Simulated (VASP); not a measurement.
OSZICAR of a VASP run on Tc (hcp):

OSZICAR:
```
...
DAV:   3    -0.206823183512E+02    0.39866E-01   -0.16871E-01  4534   0.372E+00    0.995E-01
DAV:   4    -0.206859525839E+02   -0.36342E-02   -0.10576E-02  4269   0.806E-01    0.115E-01
DAV:   5    -0.206860500414E+02   -0.97457E-04   -0.14576E-03  4418   0.367E-01    0.669E-02
DAV:   6    -0.206861535901E+02   -0.10355E-03   -0.71651E-05  4304   0.752E-02    0.160E-02
DAV:   7    -0.206861538303E+02   -0.24018E-06   -0.46241E-06  4286   0.200E-02    0.749E-03
DAV:   8    -0.206861535325E+02    0.29783E-06   -0.22716E-06  4367   0.144E-02    0.317E-04
DAV:   9    -0.206861535512E+02   -0.18718E-07   -0.14797E-08  2045   0.115E-03
   7 F= -.20686154E+02 E0= -.20685787E+02  d E =-.109975E-02
       N       E                     dE             d eps       ncg     rms          rms(c)
DAV:   1    -0.208455843728E+02   -0.15943E+00   -0.58522E+00 17047   0.247E+01    0.334E+00
DAV:   2    -0.207120064193E+02    0.13358E+00   -0.29619E-01 17309   0.542E+00    0.825E-01
DAV:   3    -0.206965279840E+02    0.15478E-01   -0.61985E-02 19266   0.216E+00    0.508E-01
DAV:   4    -0.206971989151E+02   -0.67093E-03   -0.42722E-03 17717   0.530E-01    0.124E-01
DAV:   5    -0.206971469325E+02    0.51983E-04   -0.90967E-04 18489   0.291E-01    0.690E-02
DAV:   6    -0.206971627815E+02   -0.15849E-04   -0.39747E-05 17372   0.594E-02    0.152E-02
DAV:   7    -0.206971620096E+02    0.77183E-06   -0.44103E-06 19245   0.198E-02    0.579E-03
DAV:   8    -0.206971617854E+02    0.22418E-06   -0.86776E-07 17981   0.865E-03    0.568E-04
DAV:   9    -0.206971617986E+02   -0.13123E-07   -0.12802E-08  8593   0.117E-03
   8 F= -.20697162E+02 E0= -.20696888E+02  d E =-.822713E-03
       N       E                     dE             d eps       ncg     rms          rms(c)
DAV:   1    -0.208136656884E+02   -0.11650E+00   -0.32139E+00 17317   0.144E+01    0.202E+00
DAV:   2    -0.207173195151E+02    0.96346E-01   -0.14415E-01 18725   0.312E+00    0.862E-01
DAV:   3    -0.206970877357E+02    0.20232E-01   -0.72549E-02 20172   0.192E+00    0.130E-01
DAV:   4    -0.206971792789E+02   -0.91543E-04   -0.15198E-03 17538   0.445E-01    0.372E-02
DAV:   5    -0.206971620376E+02    0.17241E-04   -0.16291E-04 19766   0.921E-02    0.138E-02
DAV:   6    -0.206971617858E+02    0.25183E-06   -0.10223E-05 18720   0.338E-02    0.305E-03
DAV:   7    -0.206971618050E+02   -0.19222E-07   -0.21799E-07 14370   0.425E-03
   9 F= -.20697162E+02 E0= -.20696888E+02  d E =-.822730E-03
       N       E                     dE             d eps       ncg     rms          rms(c)
DAV:   1    -0.207194137031E+02   -0.22252E-01   -0.27166E+00 14610   0.145E+01    0.122E+00
DAV:   2    -0.206924234614E+02    0.26990E-01   -0.60734E-02 17075   0.226E+00    0.598E-01
DAV:   3    -0.206916622731E+02    0.76119E-03   -0.38497E-02 17176   0.141E+00    0.151E-01
DAV:   4    -0.206971585141E+02   -0.54962E-02   -0.46664E-03 16915   0.536E-01    0.352E-02
DAV:   5    -0.206973908090E+02   -0.23229E-03   -0.13966E-04 15600   0.109E-01    0.931E-03
DAV:   6    -0.206974875603E+02   -0.96751E-04   -0.52566E-06 17920   0.191E-02    0.295E-03
DAV:   7    -0.206974964528E+02   -0.88925E-05   -0.32611E-07  9864   0.543E-03    0.718E-04
DAV:   8    -0.206974970431E+02   -0.59027E-06   -0.42933E-08  7568   0.185E-03    0.159E-04
DAV:   9    -0.206974973105E+02   -0.26747E-06   -0.41858E-09  7465   0.687E-04    0.440E-05
DAV:  10    -0.206974972114E+02    0.99142E-07   -0.10984E-09  7453   0.319E-04
  10 F= -.20697497E+02 E0= -.20697213E+02  d E =-.853340E-03
       N       E                     dE             d eps       ncg     rms          rms(c)
DAV:   1    -0.208079885938E+02   -0.11049E+00   -0.31828E+00 15144   0.141E+01    0.207E+00
DAV:   2    -0.207163942980E+02    0.91594E-01   -0.13784E-01 16539   0.312E+00    0.872E-01
DAV:   3    -0.206974033570E+02    0.18991E-01   -0.68806E-02 17984   0.189E+00    0.129E-01
DAV:   4    -0.206975221181E+02   -0.11876E-03   -0.13091E-03 15225   0.411E-01    0.364E-02
DAV:   5    -0.206974963570E+02    0.25761E-04   -0.13970E-04 17071   0.884E-02    0.101E-02
DAV:   6    -0.206974972851E+02   -0.92813E-06   -0.40223E-06 15442   0.201E-02    0.332E-03
DAV:   7    -0.206974971984E+02    0.86676E-07   -0.28753E-07 11032   0.458E-03
  11 F= -.20697497E+02 E0= -.20697213E+02  d E =-.853360E-03
       N       E                     dE             d eps       ncg     rms          rms(c)
DAV:   1    -0.207636110369E+02   -0.66114E-01   -0.22850E+00 14949   0.121E+01    0.123E+00
DAV:   2    -0.207205884890E+02    0.43023E-01   -0.57484E-02 16896   0.213E+00    0.602E-01
DAV:   3    -0.207008678318E+02    0.19721E-01   -0.37983E-02 17897   0.139E+00    0.150E-01
DAV:   4    -0.206975998650E+02    0.32680E-02   -0.43388E-03 17394   0.525E-01    0.336E-02
DAV:   5    -0.206975163959E+02    0.83469E-04   -0.14251E-04 16313   0.109E-01    0.905E-03
DAV:   6    -0.206974971876E+02    0.19208E-04   -0.57264E-06 16003   0.220E-02    0.202E-03
DAV:   7    -0.206974962521E+02    0.93552E-06   -0.12989E-07 10092   0.381E-03    0.263E-04
DAV:   8    -0.206974961268E+02    0.12528E-06   -0.15483E-08  7497   0.105E-03    0.132E-04
DAV:   9    -0.206974963136E+02   -0.18671E-06   -0.20403E-09  7450   0.433E-04    0.214E-05
DAV:  10    -0.206974963200E+02   -0.64138E-08   -0.49730E-10  7432   0.176E-04
  12 F= -.20697496E+02 E0= -.20697214E+02  d E =-.846407E-03
       N       E                     dE             d eps       ncg     rms          rms(c)
DAV:   1    -0.208077204517E+02   -0.11022E+00   -0.32335E+00 14917   0.143E+01    0.207E+00
DAV:   2    -0.207163557820E+02    0.91365E-01   -0.14003E-01 16119   0.317E+00    0.871E-01
DAV:   3    -0.206974040603E+02    0.18952E-01   -0.68701E-02 17909   0.188E+00    0.129E-01
DAV:   4    -0.206975198200E+02   -0.11576E-03   -0.12937E-03 15213   0.411E-01    0.357E-02
DAV:   5    -0.206974955903E+02    0.24230E-04   -0.13823E-04 17202   0.882E-02    0.104E-02
DAV:   6    -0.206974963660E+02   -0.77569E-06   -0.50729E-06 15691   0.234E-02    0.229E-03
DAV:   7    -0.206974963229E+02    0.43166E-07   -0.12466E-07 11159   0.314E-03
  13 F= -.20697496E+02 E0= -.20697214E+02  d E =-.846414E-03
       N       E                     dE             d eps       ncg     rms          rms(c)
DAV:   1    -0.207119343488E+02   -0.14438E-01   -0.34241E+00 21457   0.260E+01    0.674E-01
DAV:   2    -0.207063175780E+02    0.56168E-02   -0.99312E-02 17063   0.338E+00    0.420E-01
DAV:   3    -0.206992314007E+02    0.70862E-02   -0.29180E-02 21114   0.131E+00    0.546E-02
DAV:   4    -0.206996158087E+02   -0.38441E-03   -0.93446E-04 19881   0.255E-01    0.199E-02
DAV:   5    -0.206996486663E+02   -0.32858E-04   -0.31633E-05 21339   0.773E-02    0.410E-03
DAV:   6    -0.206996506692E+02   -0.20029E-05   -0.15696E-06 17498   0.162E-02    0.997E-04
DAV:   7    -0.206996503766E+02    0.29261E-06   -0.28473E-08  9251   0.229E-03    0.225E-04
DAV:   8    -0.206996503484E+02    0.28241E-07   -0.48206E-09  8674   0.860E-04
  14 F= -.20699650E+02 E0= -.20699306E+02  d E =-.103373E-02
       N       E                     dE             d eps       ncg     rms          rms(c)
DAV:   1    -0.206877319795E+02    0.11918E-01   -0.56077E+00 21697   0.357E+01    0.205E-01
DAV:   2    -0.207001041987E+02   -0.12372E-01   -0.13725E-01 17055   0.380E+00    0.112E-01
DAV:   3    -0.206997121069E+02    0.39209E-03   -0.15438E-03 21029   0.502E-01    0.383E-02
DAV:   4    -0.206996599822E+02    0.52125E-04   -0.11797E-04 18076   0.141E-01    0.154E-02
DAV:   5    -0.206996503388E+02    0.96434E-05   -0.26225E-05 21127   0.752E-02    0.186E-03
DAV:   6    -0.206996503524E+02   -0.13566E-07   -0.10181E-06 17419   0.110E-02    0.692E-04
DAV:   7    -0.206996503456E+02    0.67257E-08   -0.20024E-08  9326   0.172E-03
  15 F= -.20699650E+02 E0= -.20699306E+02  d E =-.103371E-02
       N       E                     dE             d eps       ncg     rms          rms(c)
DAV:   1    -0.206901226302E+02    0.95277E-02   -0.47084E+00  7247   0.338E+01    0.154E-01
DAV:   2    -0.207003832746E+02   -0.10261E-01   -0.10924E-01  5732   0.358E+00    0.115E-01
DAV:   3    -0.207000347394E+02    0.34854E-03   -0.11673E-03  6986   0.322E-01    0.635E-02
DAV:   4    -0.206997949252E+02    0.23981E-03   -0.46613E-04  6023   0.249E-01    0.203E-02
DAV:   5    -0.206997611863E+02    0.33739E-04   -0.63815E-05  5843   0.679E-02    0.968E-03
DAV:   6    -0.206997518189E+02    0.93674E-05   -0.68929E-06  6155   0.224E-02    0.178E-03
DAV:   7    -0.206997485421E+02    0.32768E-05   -0.57903E-07  6122   0.651E-03    0.417E-04
DAV:   8    -0.206997477730E+02    0.76918E-06   -0.27571E-08  3167   0.154E-03    0.203E-04
DAV:   9    -0.206997475499E+02    0.22307E-06   -0.39334E-09  2946   0.535E-04    0.213E-05
DAV:  10    -0.206997475387E+02    0.11185E-07   -0.61094E-10  2921   0.231E-04
  16 F= -.20699748E+02 E0= -.20699368E+02  d E =-.113727E-02
       N       E                     dE             d eps       ncg     rms          rms(c)
DAV:   1    -0.206830207045E+02    0.16727E-01   -0.82385E+00  7243   0.440E+01    0.267E-01
DAV:   2    -0.207006001849E+02   -0.17579E-01   -0.18867E-01  5718   0.448E+00    0.188E-01
DAV:   3    -0.206998494470E+02    0.75074E-03   -0.42787E-03  6440   0.553E-01    0.531E-02
DAV:   4    -0.206997771863E+02    0.72261E-04   -0.18094E-04  6681   0.180E-01    0.274E-02
DAV:   5    -0.206997504808E+02    0.26705E-04   -0.77053E-05  5815   0.850E-02    0.115E-02
DAV:   6    -0.206997475862E+02    0.28945E-05   -0.11178E-05  6121   0.337E-02    0.135E-03
DAV:   7    -0.206997475126E+02    0.73638E-07   -0.46622E-07  5876   0.713E-03
  17 F= -.20699748E+02 E0= -.20699368E+02  d E =-.113729E-02
```

Problem. Which electronic solver shows in the log?

Solution. It is blocked Davidson (ALGO = Normal, or the opening steps of other solvers). The INCAR had ALGO = Normal.

Problem. Can the final energy be trusted as converged?

Solution. Self-consistency was reached. It stopped with EDIFF = 1E-7, NELM = 100 (PBE GGA, plane waves, VASP's PBE PAW potentials (set 64)).

The compound is Tc in the hcp structure. It was relaxed first.
